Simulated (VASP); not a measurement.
Input:

```
CdMg
1.0
    3.44110     0.00000     0.00000
    0.00000     3.44110     0.00000
    0.00000     0.00000     3.44110
Mg Cd
1 1
Direct
  0.50000   0.50000   0.50000
  0.00000   0.00000   0.00000
```

Method: PBEsol GGA, VASP's PBE PAW potentials (set 64) (plane waves; VASP). Settings: 400 eV cut-off, 12×12×12 Γ-centred mesh, tetrahedra with Blöchl corrections, potentials Mg Cd.

Q: Estimate the energy per atom (σ→0), band gap (on the k-mesh) with the smallest direct gap where there is one.

A: 
```yaml
band gap (on the k-mesh): none (metal, semimetal or under 0.01 eV)
energy per atom (σ→0): -1.572 eV/atom
```

Total energies compare only between runs with the same potentials, cut-off and functional.

The structure comes from a computed database's MgCd entry (Pm-3m); how it stands against other phases isn't given here. It was relaxed first.
